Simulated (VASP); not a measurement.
Level of theory: PBEsol GGA, VASP's PBE PAW potentials (set 64) (plane waves; VASP 6.6.1).

A VASP calculation is set up with these files.

### POSCAR
```
Cd
1
    1.4043986072    -2.4324915337     0.0000000000
    1.4043986072     2.4324915337     0.0000000000
    0.0000000000    -0.0000000000     4.7759469857
Cd
2
Direct
  0.3333330000   0.6666670000   0.2500000000
  0.6666670000   0.3333330000   0.7500000000
```

**INCAR**
```
! general
SYSTEM   =  Cd
PREC     =  Accurate
ENCUT    =  500
LREAL    =  .FALSE.
LASPH    =  .TRUE.

! electronic loop
EDIFF    =  1E-6   ! SCF stop (eV)
NELM     =  100   ! most electronic steps
ALGO     =  Normal   ! blocked Davidson
LMAXMIX  =  4

! smearing
ISMEAR   =  1   ! Methfessel-Paxton
SIGMA    =  0.1   ! width (eV)

! functional
GGA      =  PS

! ions
IBRION   =  2   ! conjugate gradients
NSW      =  40   ! most ionic steps
ISIF     =  3   ! ions, shape and volume
EDIFFG   =  -0.02
PSTRESS  =  300   ! kbar

! output
LWAVE    =  .FALSE.
LCHARG   =  .FALSE.
```

**KPOINTS**
```
K-points
0
G
15 15 8
```

POTCAR, in this order: Cd (PBE.64 set). Program: vasp_std.

Output of the run:

File OSZICAR:
```
       N       E                     dE             d eps       ncg     rms          rms(c)
DAV:   1     0.169842031227E+03    0.16984E+03   -0.13721E+04  4328   0.155E+03
DAV:   2     0.868096702136E+00   -0.16897E+03   -0.16568E+03  4432   0.386E+02
DAV:   3    -0.201526395248E+01   -0.28834E+01   -0.28789E+01  5376   0.608E+01
DAV:   4    -0.201837520987E+01   -0.31113E-02   -0.31112E-02  5152   0.172E+00
DAV:   5    -0.201838248330E+01   -0.72734E-05   -0.72736E-05  5320   0.819E-02    0.987E+00
DAV:   6    -0.176530193367E+01    0.25308E+00   -0.58776E-01  4704   0.114E+01    0.671E+00
DAV:   7    -0.173755431970E+01    0.27748E-01   -0.83358E-02  5464   0.359E+00    0.219E+00
DAV:   8    -0.173439460125E+01    0.31597E-02   -0.10954E-02  4640   0.159E+00    0.154E-01
DAV:   9    -0.173440421946E+01   -0.96182E-05   -0.29980E-05  5552   0.589E-02    0.665E-02
DAV:  10    -0.173442038058E+01   -0.16161E-04   -0.70592E-06  4864   0.325E-02    0.669E-03
DAV:  11    -0.173442002152E+01    0.35906E-06   -0.75120E-07  2832   0.127E-02
   1 F= 0.43755896E+01 E0= 0.43753550E+01  d E =0.437559E+01
       N       E                     dE             d eps       ncg     rms          rms(c)
DAV:   1    -0.179188760114E+01   -0.57467E-01   -0.30263E+00  4576   0.163E+01    0.131E+00
DAV:   2    -0.174933399512E+01    0.42554E-01   -0.31336E-02  4568   0.269E+00    0.722E-01
DAV:   3    -0.172963622201E+01    0.19698E-01   -0.30242E-02  4656   0.196E+00    0.222E-01
DAV:   4    -0.172981995932E+01   -0.18374E-03   -0.31613E-03  4936   0.770E-01    0.118E-01
DAV:   5    -0.172981009098E+01    0.98683E-05   -0.73087E-05  5064   0.132E-01    0.383E-02
DAV:   6    -0.172980664545E+01    0.34455E-05   -0.16923E-05  4936   0.608E-02    0.527E-03
DAV:   7    -0.172980667430E+01   -0.28846E-07   -0.47599E-07  2520   0.894E-03
   2 F= 0.43660493E+01 E0= 0.43660923E+01  d E =-.954030E-02
       N       E                     dE             d eps       ncg     rms          rms(c)
DAV:   1    -0.173327615814E+01   -0.34695E-02   -0.39190E-01  4568   0.589E+00    0.473E-01
DAV:   2    -0.172774691943E+01    0.55292E-02   -0.41853E-03  4520   0.102E+00    0.260E-01
DAV:   3    -0.172522908909E+01    0.25178E-02   -0.37364E-03  4704   0.693E-01    0.813E-02
DAV:   4    -0.172524490323E+01   -0.15814E-04   -0.41165E-04  4888   0.269E-01    0.432E-02
DAV:   5    -0.172524384067E+01    0.10626E-05   -0.10140E-05  5048   0.488E-02    0.131E-02
DAV:   6    -0.172524353702E+01    0.30365E-06   -0.25576E-06  2696   0.242E-02
   3 F= 0.43650618E+01 E0= 0.43652545E+01  d E =-.105278E-01
       N       E                     dE             d eps       ncg     rms          rms(c)
DAV:   1    -0.174620042261E+01   -0.20957E-01   -0.15757E+00  4544   0.118E+01    0.937E-01
DAV:   2    -0.172453750920E+01    0.21663E-01   -0.16205E-02  4552   0.200E+00    0.520E-01
DAV:   3    -0.171452586436E+01    0.10012E-01   -0.14577E-02  4664   0.139E+00    0.162E-01
DAV:   4    -0.171459021479E+01   -0.64350E-04   -0.16477E-03  4920   0.540E-01    0.848E-02
DAV:   5    -0.171458677503E+01    0.34398E-05   -0.35668E-05  4976   0.915E-02    0.247E-02
DAV:   6    -0.171458538076E+01    0.13943E-05   -0.88691E-06  4840   0.449E-02    0.328E-03
DAV:   7    -0.171458541257E+01   -0.31809E-07   -0.16795E-07  2264   0.497E-03
   4 F= 0.43638506E+01 E0= 0.43639549E+01  d E =-.117390E-01
       N       E                     dE             d eps       ncg     rms          rms(c)
DAV:   1    -0.172020665310E+01   -0.56213E-02   -0.11650E-01  4528   0.322E+00    0.258E-01
DAV:   2    -0.171858197133E+01    0.16247E-02   -0.12525E-03  4592   0.567E-01    0.143E-01
DAV:   3    -0.171783667302E+01    0.74530E-03   -0.10695E-03  4640   0.374E-01    0.451E-02
DAV:   4    -0.171783817687E+01   -0.15038E-05   -0.12213E-04  4992   0.143E-01    0.238E-02
DAV:   5    -0.171783795144E+01    0.22542E-06   -0.25356E-06  3824   0.246E-02
   5 F= 0.43639157E+01 E0= 0.43640175E+01  d E =-.116738E-01
       N       E                     dE             d eps       ncg     rms          rms(c)
DAV:   1    -0.171677568759E+01    0.10625E-02   -0.48998E-02  4544   0.209E+00    0.167E-01
DAV:   2    -0.171609485389E+01    0.68083E-03   -0.51485E-04  4552   0.363E-01    0.925E-02
DAV:   3    -0.171578287716E+01    0.31198E-03   -0.45142E-04  4656   0.245E-01    0.291E-02
DAV:   4    -0.171578492141E+01   -0.20443E-05   -0.51636E-05  4952   0.942E-02    0.153E-02
DAV:   5    -0.171578476731E+01    0.15410E-06   -0.11061E-06  2632   0.163E-02
   6 F= 0.43638223E+01 E0= 0.43639190E+01  d E =-.117672E-01
       N       E                     dE             d eps       ncg     rms          rms(c)
DAV:   1    -0.176634294982E+01   -0.50558E-01   -0.23426E-01  4328   0.698E+00    0.739E-01
DAV:   2    -0.175521921484E+01    0.11124E-01   -0.27584E-02  4432   0.262E+00    0.277E-01
DAV:   3    -0.175436930090E+01    0.84991E-03   -0.15906E-03  5224   0.545E-01    0.209E-01
DAV:   4    -0.175418297652E+01    0.18632E-03   -0.17037E-04  4640   0.122E-01    0.199E-02
DAV:   5    -0.175418233315E+01    0.64337E-06   -0.50631E-06  5104   0.281E-02
   7 F= 0.43642838E+01 E0= 0.43643944E+01  d E =0.461428E-03
       N       E                     dE             d eps       ncg     rms          rms(c)
DAV:   1    -0.173183765189E+01    0.22345E-01   -0.14268E-01  4320   0.543E+00    0.570E-01
DAV:   2    -0.172499423553E+01    0.68434E-02   -0.17099E-02  4432   0.206E+00    0.205E-01
DAV:   3    -0.172449578663E+01    0.49845E-03   -0.98159E-04  5224   0.425E-01    0.154E-01
DAV:   4    -0.172440921011E+01    0.86577E-04   -0.10914E-04  4656   0.985E-02    0.144E-02
DAV:   5    -0.172440936063E+01   -0.15052E-06   -0.41694E-06  4952   0.280E-02
   8 F= 0.43637776E+01 E0= 0.43638792E+01  d E =-.447113E-04
```

File OUTCAR:
```
------------------------ aborting loop because EDIFF is reached ----------------------------------------
  FORCE on cell =-STRESS in cart. coord.  units (eV):
  Direction    XX          YY          ZZ          XY          YZ          ZX
  --------------------------------------------------------------------------------------
  Total        6.0943547      6.0943703      6.0820503      0.0000000     -0.0000000      0.0000000
  in kB      300.3039173    300.3046869    299.6976124      0.0000000     -0.0000000      0.0000000
  external PRESSURE =       0.1020722 kB  Pullay stress =     300.0000000 kB
  volume of cell :       32.51
      direct lattice vectors                 reciprocal lattice vectors
     1.423855569 -2.466193348 -0.000000000     0.351159212 -0.202741606 -0.000000000
     1.423855569  2.466193348  0.000000000     0.351159212  0.202741606 -0.000000000
     0.000000000  0.000000000  4.629714971     0.000000000 -0.000000000  0.215996018
 POSITION                                       TOTAL-FORCE (eV/Angst)
 -----------------------------------------------------------------------------------
      1.42386      0.82207      1.15743         0.000000     -0.000000      0.000000
      1.42386     -0.82207      3.47229        -0.000000      0.000000     -0.000000
 -----------------------------------------------------------------------------------
    total drift:                                0.000014      0.000146      0.000003
  FREE ENERGIE OF THE ION-ELECTRON SYSTEM (eV)
  ---------------------------------------------------
  free  energy   TOTEN  =        -1.7244093606 eV

  energy  without entropy=       -1.7241045079  energy(sigma->0) =       -1.72430774
  enthalpy is  TOTEN    =         4.3637776281 eV   P V=        6.0881869888

 reached required accuracy - stopping structural energy minimisation
```
(Selected blocks of OUTCAR.)

**CONTCAR**
```
Cd
   1.00000000000000
     1.4238555690066252   -2.4661933480906857   -0.0000000000000000
     1.4238555690066252    2.4661933480906857    0.0000000000000000
     0.0000000000000000    0.0000000000000000    4.6297149705622980
  Cd
     2
Direct
     0.3333330000000032    0.6666669999999968    0.2500000000000000
     0.6666669999999968    0.3333330000000032    0.7500000000000000
```

The compound is Cd in the hcp structure. This run relaxes it under an external pressure of 30 GPa. Symmetry was kept, so distortions that lower it aren't found.
